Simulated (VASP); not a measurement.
Calculation: PBEsol GGA, VASP's PBE PAW potentials (set 64) (plane waves; VASP).

A VASP calculation is set up with these files.

KPOINTS:
```
Automatic mesh
0
Gamma
9 9 5
0 0 0
```

POSCAR:
```
SiC
1
    1.5385284524    -2.6648092055     0.0000000000
    1.5385284524     2.6648092055     0.0000000000
    0.0000000000     0.0000000000     5.0519806083
Si C
2 2
Direct
  0.6666670000   0.3333330000   0.4996384767
  0.3333330000   0.6666670000   0.9996384767
  0.6666670000   0.3333330000   0.8753615233
  0.3333330000   0.6666670000   0.3753615233
```

**INCAR**
```
ALGO=Normal
EDIFF=1E-7
ENCUT=520
GGA=PS
ISIF=2
ISMEAR=-5
LASPH=.TRUE.
LCHARG=.TRUE.
LORBIT=11
LREAL=.FALSE.
LWAVE=.FALSE.
NEDOS=601
NELM=100
PREC=Accurate
SYSTEM=SiC
```

POTCAR, in this order: Si C (PBE.64 set). Program: vasp_std.

Output

**OSZICAR**
```
       N       E                     dE             d eps       ncg     rms          rms(c)
DAV:   1     0.343235218557E+02    0.34324E+02   -0.74221E+03   864   0.119E+03
DAV:   2    -0.323636743700E+02   -0.66687E+02   -0.61410E+02  1240   0.189E+02
DAV:   3    -0.353884321508E+02   -0.30248E+01   -0.30072E+01  1128   0.398E+01
DAV:   4    -0.354231935806E+02   -0.34761E-01   -0.34725E-01  1088   0.499E+00
DAV:   5    -0.354238122343E+02   -0.61865E-03   -0.61856E-03  1104   0.634E-01    0.124E+01
DAV:   6    -0.319767331783E+02    0.34471E+01   -0.98944E+00  1056   0.199E+01    0.563E+00
DAV:   7    -0.318511711081E+02    0.12556E+00   -0.87811E-01  1112   0.621E+00    0.239E+00
DAV:   8    -0.318237897731E+02    0.27381E-01   -0.50461E-02  1020   0.163E+00    0.508E-01
DAV:   9    -0.318216438576E+02    0.21459E-02   -0.58618E-03  1072   0.562E-01    0.128E-01
DAV:  10    -0.318217532546E+02   -0.10940E-03   -0.44145E-04  1020   0.157E-01    0.511E-02
DAV:  11    -0.318217525865E+02    0.66814E-06   -0.44914E-05  1068   0.547E-02    0.107E-02
DAV:  12    -0.318217529077E+02   -0.32118E-06   -0.21527E-06  1056   0.111E-02    0.244E-03
DAV:  13    -0.318217530745E+02   -0.16683E-06   -0.11838E-07   776   0.259E-03    0.130E-03
DAV:  14    -0.318217530866E+02   -0.12118E-07   -0.11449E-08   580   0.953E-04
   1 F= -.31821753E+02 E0= -.31821753E+02  d E =0.000000E+00
```

OUTCAR:
```
------------------------ aborting loop because EDIFF is reached ----------------------------------------
  FORCE on cell =-STRESS in cart. coord.  units (eV):
  Direction    XX          YY          ZZ          XY          YZ          ZX
  --------------------------------------------------------------------------------------
  Total        0.0204141      0.0204141     -0.0338842      0.0000000     -0.0000000     -0.0000000
  in kB        0.7895453      0.7895452     -1.3105222      0.0000000     -0.0000000     -0.0000000
  external PRESSURE =       0.0895228 kB  Pullay stress =       0.0000000 kB
  volume of cell :       41.43
      direct lattice vectors                 reciprocal lattice vectors
     1.538528452 -2.664809206  0.000000000     0.324985865 -0.187630694  0.000000000
     1.538528452  2.664809206  0.000000000     0.324985865  0.187630694  0.000000000
     0.000000000  0.000000000  5.051980608     0.000000000  0.000000000  0.197942169
  FREE ENERGIE OF THE ION-ELECTRON SYSTEM (eV)
  ---------------------------------------------------
  free  energy   TOTEN  =       -31.8217530866 eV

  energy  without entropy=      -31.8217530866  energy(sigma->0) =      -31.82175309

 total charge

# of ion       s       p       d       tot
------------------------------------------
    1        0.709   0.968   0.000   1.677
    2        0.709   0.968   0.000   1.677
    3        0.833   1.700   0.000   2.533
    4        0.833   1.700   0.000   2.533
--------------------------------------------------
tot          3.084   5.336   0.000   8.421
```
(Selected blocks of OUTCAR.)

The compound is SiC in the wurtzite structure, the rare 2H polytype. It was relaxed first.
